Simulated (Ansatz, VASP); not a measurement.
## Zr (Zr(0001)) in two plane-wave programs

One calculation is typed for both programs; each brings its own data sets and cutoff. How far apart do they land?

Main program and level: Ansatz 0.2.0; plane waves, with VASP 6.6.1 beside it; single point at PBEsol.

In doubt: too few empty bands were carried, so the values of those runs are not to be relied on.

### 1. Starting point

The cell holds 8 atoms: 8 Zr. Cell: a = 3.186 Å, b = 3.186 Å, c = 32.908 Å, α = 90.0°, β = 90.0°, γ = 60.0°. It derives from Zr. As first built, before any earlier steps moved the atoms: 8 layers of hcp Zr, cut at this functional's lattice. Vacuum lies along c.

### 2. VASP: single point, PBEsol

With cell and atoms fixed, the geometry can't cause a difference; cores, projectors, grids and the points listed under the comparison can.

Lines of VASP's logs that name or quote its potential files are left out, and so is its time.

INCAR

```
SYSTEM = Zr
PREC = Normal
ENCUT = 320
EDIFF = 1E-06
NELM = 120
ISMEAR = 1
SIGMA = 0.15
LREAL = .FALSE.
ALGO = Fast
GGA = PS
NBANDS = 59
LASPH = .TRUE.
LORBIT = 11
LWAVE = .FALSE.
LCHARG = .TRUE.
KPAR = 4
IDIPOL = 3
LDIPOL = .TRUE.
DIPOL = 0.5 0.5 0.5
LVHAR = .TRUE.
LVACPOTAV = .TRUE.
NEDOS = 1500
```

POSCAR

```
Zr
1.0
    3.1860636942      0.0000000000      0.0000000000
    1.5930318471      2.7592120973      0.0000000000
    0.0000000000      0.0000000000     32.9083637282
Zr
8
Direct
    0.6666666700      0.6666666700      0.2304095565
    0.0000000000      0.0000000000      0.3034969946
    0.6666666700      0.6666666700      0.3828209986
    0.0000000000      0.0000000000      0.4616151136
    0.6666666700      0.6666666700      0.5383848864
    0.0000000000      0.0000000000      0.6171790014
    0.6666666700      0.6666666700      0.6965030054
    0.0000000000      0.0000000000      0.7695904435
```

KPOINTS

```
Automatic mesh
0
Gamma
12 12 1
0 0 0
```

Potentials, in the order of the species: Zr_sv (PBE family, release 64).

Launch:

```console
$ mpirun -np 4 vasp_std
```

Numbers of over 12 decimals in the logs are rounded to 6 here.

The program printed:

```text
[banner, memory and clock lines left out]
running    4 mpi-ranks, on    1 nodes
 distrk:  each k-point on    1 cores,    4 groups
 distr:  one band on    1 cores,    1 groups

 POSCAR found type information on POSCAR Zr
 POSCAR found :  1 types and       8 ions
|                                                                             |
|               ----> ADVICE to this user running VASP <----                  |
|                                                                             |
|     You enforced a specific xc type in the INCAR file but a different       |
|     [... a line on the potential file left out ...]
|     I HOPE YOU KNOW WHAT YOU ARE DOING!                                     |
|                                                                             |

 LDA part: xc-table for (Slater+PW92), standard interpolation
 POSCAR, INCAR and KPOINTS ok, starting setup
 FFT: planning ... GRIDC
 FFT: planning ... GRID_SOFT
 FFT: planning ... GRID
 WAVECAR not read
 entering main loop
       N       E                     dE             d eps       ncg     rms          rms(c)
DAV:   1     0.752839443420E+03    0.75284E+03   -0.42335E+04  2810   0.110E+03
DAV:   2     0.119513526895E+02   -0.74089E+03   -0.71938E+03  2526   0.383E+02
DAV:   3    -0.620541928966E+02   -0.74006E+02   -0.71819E+02  3540   0.734E+01
DAV:   4    -0.742796266787E+02   -0.12225E+02   -0.12123E+02  3812   0.306E+01
DAV:   5    -0.760047648871E+02   -0.17251E+01   -0.17230E+01  3332   0.836E+00    0.322E+01
RMM:   6    -0.116141092417E+03   -0.40136E+02   -0.11222E+02  3191   0.173E+01    0.213E+01
RMM:   7    -0.146070368296E+03   -0.29929E+02   -0.10717E+02  3154   0.173E+01    0.237E+01
RMM:   8    -0.740177633387E+02    0.72053E+02   -0.83535E+00  2892   0.839E+00    0.119E+01
RMM:   9    -0.714428492022E+02    0.25749E+01   -0.44330E+00  3391   0.387E+00    0.863E+00
RMM:  10    -0.713530261232E+02    0.89823E-01   -0.11080E+00  3225   0.263E+00    0.559E+00
RMM:  11    -0.714708217487E+02   -0.11780E+00   -0.57795E-01  3304   0.157E+00    0.489E+00
RMM:  12    -0.706918142780E+02    0.77901E+00   -0.83339E-01  3273   0.184E+00    0.153E+00
RMM:  13    -0.706654616084E+02    0.26353E-01   -0.46840E-01  3337   0.138E+00    0.818E-01
RMM:  14    -0.706598637874E+02    0.55978E-02   -0.11707E-01  3528   0.799E-01    0.432E-01
[...]
RMM:  21    -0.706678639036E+02   -0.32524E-03   -0.29792E-03  3857   0.602E-02    0.146E-02
RMM:  22    -0.706681012742E+02   -0.23737E-03   -0.20242E-03  3776   0.479E-02    0.103E-02
RMM:  23    -0.706682843586E+02   -0.18308E-03   -0.15619E-03  3740   0.378E-02    0.341E-03
RMM:  24    -0.706684214901E+02   -0.13713E-03   -0.11391E-03  3671   0.300E-02    0.501E-03
RMM:  25    -0.706685323615E+02   -0.11087E-03   -0.90389E-04  3535   0.236E-02    0.128E-03
RMM:  26    -0.706686160692E+02   -0.83708E-04   -0.67589E-04  3388   0.189E-02    0.311E-03
RMM:  27    -0.706686757056E+02   -0.59636E-04   -0.56167E-04  3105   0.152E-02    0.210E-03
RMM:  28    -0.706687184589E+02   -0.42753E-04   -0.43240E-04  2836   0.123E-02    0.329E-03
WARNING in EDDRMM: call to ZHEGV failed, returncode =   8  4     22
RMM:  29    -0.706687561634E+02   -0.37705E-04   -0.36433E-04  2711   0.102E-02    0.313E-03
RMM:  30    -0.706687847284E+02   -0.28565E-04   -0.28596E-04  2435   0.846E-03    0.375E-03
RMM:  31    -0.706688090929E+02   -0.24364E-04   -0.24240E-04  2395   0.724E-03    0.369E-03
RMM:  32    -0.706688279586E+02   -0.18866E-04   -0.19229E-04  2209   0.616E-03    0.384E-03
RMM:  33    -0.706688438981E+02   -0.15940E-04   -0.16251E-04  1987   0.528E-03    0.398E-03
RMM:  34    -0.706688565984E+02   -0.12700E-04   -0.12967E-04  1904   0.466E-03    0.422E-03
RMM:  35    -0.706688672203E+02   -0.10622E-04   -0.10875E-04  1677   0.410E-03    0.433E-03
RMM:  36    -0.706688756141E+02   -0.83938E-05   -0.86306E-05  1597   0.369E-03    0.449E-03
RMM:  37    -0.706688825774E+02   -0.69632E-05   -0.71734E-05  1450   0.335E-03    0.459E-03
RMM:  38    -0.706688880205E+02   -0.54432E-05   -0.56304E-05  1420   0.306E-03    0.464E-03
RMM:  39    -0.706688924682E+02   -0.44476E-05   -0.46141E-05  1326   0.282E-03    0.463E-03
RMM:  40    -0.706688959507E+02   -0.34826E-05   -0.36034E-05  1267   0.267E-03    0.469E-03
RMM:  41    -0.706688987289E+02   -0.27781E-05   -0.28774E-05  1197   0.250E-03    0.473E-03
RMM:  42    -0.706689008264E+02   -0.20975E-05   -0.22241E-05  1195   0.247E-03    0.469E-03
RMM:  43    -0.706689024583E+02   -0.16319E-05   -0.17460E-05  1151   0.236E-03    0.460E-03
RMM:  44    -0.706689036902E+02   -0.12318E-05   -0.13548E-05  1213   0.236E-03    0.448E-03
RMM:  45    -0.706689045876E+02   -0.89740E-06   -0.10272E-05  1246   0.235E-03    0.428E-03
RMM:  46    -0.706689052813E+02   -0.69376E-06   -0.75512E-06  1033   0.221E-03
|                                                                             |
|           W    W    AA    RRRRR   N    N  II  N    N   GGGG   !!!           |
|           W    W   A  A   R    R  NN   N  II  NN   N  G    G  !!!           |
|           W    W  A    A  R    R  N N  N  II  N N  N  G       !!!           |
|           W WW W  AAAAAA  RRRRR   N  N N  II  N  N N  G  GGG   !            |
|           WW  WW  A    A  R   R   N   NN  II  N   NN  G    G                |
|           W    W  A    A  R    R  N    N  II  N    N   GGGG   !!!           |
|                                                                             |
|     Did not find any points to average over, which means that no vacuum     |
|     field-free region was found. Please increase the size of  your cell     |
|     in the dimension of the dipole correction to obtain accurate            |
|     workfunction values.                                                    |
|                                                                             |

   1 F= -.70668905E+02 E0= -.70672617E+02  d E =0.111347E-01
```

From OUTCAR (step 2):

```text
ion  position               nearest neighbor table
   1  0.667  0.667  0.230-   2 3.03   2 3.03   2 3.03
   2  0.000  0.000  0.303-   1 3.03   1 3.03   1 3.03   3 3.19   3 3.19   3 3.19
   3  0.667  0.667  0.383-   4 3.18   4 3.18   4 3.18   2 3.19   2 3.19   2 3.19
   4  0.000  0.000  0.462-   5 3.13   5 3.13   5 3.13   3 3.18   3 3.18   3 3.18
   5  0.667  0.667  0.538-   4 3.13   4 3.13   4 3.13   6 3.18   6 3.18   6 3.18
   6  0.000  0.000  0.617-   5 3.18   5 3.18   5 3.18   7 3.19   7 3.19   7 3.19
   7  0.667  0.667  0.697-   8 3.03   8 3.03   8 3.03   6 3.19   6 3.19   6 3.19
   8  0.000  0.000  0.770-   7 3.03   7 3.03   7 3.03

  LATTYP: Found a hexagonal cell.
 ALAT       =     3.1860636942
 C/A-ratio  =    10.3288467797

 Subroutine GETGRP returns: Found 12 space group operations
 (whereof  6 operations were pure point group operations)

The static configuration has the point symmetry C_3v.
 The point group associated with its full space group is D_3d.

 Found     19 irreducible k-points:

   k-points           NKPTS =     19   k-points in BZ     NKDIM =     19   number of bands    NBANDS=     59

   dimension x,y,z NGX =    14 NGY =   14 NGZ =  144
   dimension x,y,z NGXF=    28 NGYF=   28 NGZF=  288

   ENCUT  =  320.0 eV  23.52 Ry    4.85 a.u.   4.65  4.65 48.00*2*pi/ulx,y,z

   NELECT =      96.0000    total number of electrons

 k-points in reciprocal lattice and weights: Automatic mesh
   0.00000000  0.00000000  0.00000000       0.007
   0.08333333  0.00000000  0.00000000       0.042
   0.16666667  0.00000000  0.00000000       0.042
   0.25000000  0.00000000  0.00000000       0.042
   0.33333333 -0.00000000  0.00000000       0.042
   0.41666667 -0.00000000  0.00000000       0.042
   0.50000000  0.00000000  0.00000000       0.021
   0.16666667  0.08333333  0.00000000       0.042
   0.25000000  0.08333333  0.00000000       0.083
[...]
-0.41666667  0.25000000  0.00000000       0.083
  -0.33333333  0.33333333  0.00000000       0.014

 dipolmoment           0.000000      0.000000     -0.000003 electrons x Angstroem

 average (electrostatic) potential at core
       1 -79.2158       2 -78.8551       3 -78.9794       4 -78.9967       5 -78.9968
       6 -78.9794       7 -78.8553       8 -79.2158

 E-fermi :   4.2284

 k-point     1 :       0.0000    0.0000    0.0000
  band No.  band energies     occupation
    ...
     38       0.8732      2.00000
     39       1.0614      2.00000
     40       1.1026      2.00000
     41       3.9935      2.04930
     42       4.0271      2.06732
     43       4.3137      0.18915
     44       4.5432     -0.01148
     45       4.8113     -0.00000
     46       4.8248     -0.00000
     47       4.9240     -0.00000
    ...

 k-point     2 :       0.0833    0.0000    0.0000
  band No.  band energies     occupation
    ...
     39       1.2582      2.00000
     40       1.2937      2.00000
     41       3.8727      2.00404
     42       3.8850      2.00563
     43       4.1850      1.46810
     44       4.2916      0.35238
     45       4.5061     -0.02507
     46       4.6227     -0.00128
     47       4.6560     -0.00042
     48       4.7323     -0.00002
    ...

 k-point     3 :       0.1667    0.0000    0.0000
  band No.  band energies     occupation
    ...
     43       3.6810      2.00000
     44       3.9382      2.01962
     45       3.9794      2.04067
     46       4.0444      2.07092
     47       4.1277      1.89907
     48       4.3367      0.06543
     49       4.4760     -0.04148
     50       4.6321     -0.00094
     51       4.7385     -0.00002
     52       4.9177     -0.00000
    ...

  Total       -2.7452669     -2.7452669     -1.6043076      0.0000000      0.0000000     -0.0000000
  in kB      -15.2037015    -15.2037015     -8.8848971      0.0000000      0.0000000     -0.0000000
  external PRESSURE =     -13.0974334 kB  Pullay stress =       0.0000000 kB

  energy-cutoff  :      320.00
  volume of cell :      289.30
      direct lattice vectors                 reciprocal lattice vectors
     3.186063694  0.000000000  0.000000000     0.313866920 -0.181211151  0.000000000
     1.593031847  2.759212097  0.000000000     0.000000000  0.362422302  0.000000000
     0.000000000  0.000000000 32.908363728     0.000000000  0.000000000  0.030387412

 POSITION                                       TOTAL-FORCE (eV/Angst)
 -----------------------------------------------------------------------------------
      3.18606      1.83947      7.58240        -0.000000     -0.000000      0.008728
      0.00000      0.00000      9.98759         0.000000      0.000000      0.011516
      3.18606      1.83947     12.59801        -0.000000      0.000000      0.008511
      0.00000      0.00000     15.19100        -0.000000     -0.000000     -0.010029
      3.18606      1.83947     17.71737         0.000000      0.000000      0.010029
      0.00000      0.00000     20.31035         0.000000     -0.000000     -0.008511
      3.18606      1.83947     22.92077        -0.000000     -0.000000     -0.011516
      0.00000      0.00000     25.32596         0.000000      0.000000     -0.008728
 -----------------------------------------------------------------------------------
    total drift:                               -0.000113     -0.000065     -0.000251

  FREE ENERGIE OF THE ION-ELECTRON SYSTEM (eV)
  ---------------------------------------------------
  free  energy   TOTEN  =       -70.6689052813 eV

  energy  without entropy=      -70.6800399823  energy(sigma->0) =      -70.67261685

 vacuum level on the upper side and lower side of the slab         8.515         8.515

 total charge
# of ion       s       p       d       tot
------------------------------------------
    1        2.250   5.926   1.682   9.858
    2        2.241   5.958   1.685   9.884
    3        2.235   5.953   1.658   9.846
    4        2.238   5.954   1.669   9.861
    5        2.238   5.954   1.669   9.861
    6        2.235   5.953   1.658   9.846
    7        2.241   5.958   1.685   9.884
    8        2.250   5.926   1.682   9.858
--------------------------------------------------
tot         17.928  47.582  13.388  78.898

[... 3 further parts left out ...]
```

(Part 1 of 2 ends here.)

[Lines on the potential files, build, host, timing and source positions are cut from VASP's logs without a mark.]

[Logs are printed without paths, hosts, clocks, repeated set-up lines and the standing remarks that a program may print on its own settings, such as how far it seeks lower states.]

[Hosts, paths, dates, database ids (printed as entryN), source tags and the programs' standing remarks are cut or masked in the printed files.]
